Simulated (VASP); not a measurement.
Data:

```
Ni
1.0
    0.00000     1.73506     1.73506
    1.73506     0.00000     1.73506
    1.73506     1.73506     0.00000
Ni
1
Direct
  0.00000   0.00000   0.00000
```
Starting moments (μB, in the order of the record's atoms Ni): 0.6.

Calculation: vdW-DF-cx, VASP's PBE PAW potentials (set 64) (plane waves; VASP 6.6.1). Settings: 520 eV cut-off, Gaussian smearing of 0.050 eV, potentials Ni.

Question: Predict the cell moment, band gap (along the path) with the smallest direct gap where there is one.

Answer: 
| Quantity | Value |
|---|---|
| band gap (along the path) | none (metal, semimetal or under 0.01 eV) |
| cell moment | 0.60 μB |

The absolute energy has meaning only against runs of the same code, potentials and settings.

The compound is Ni in the fcc structure. It was relaxed first.
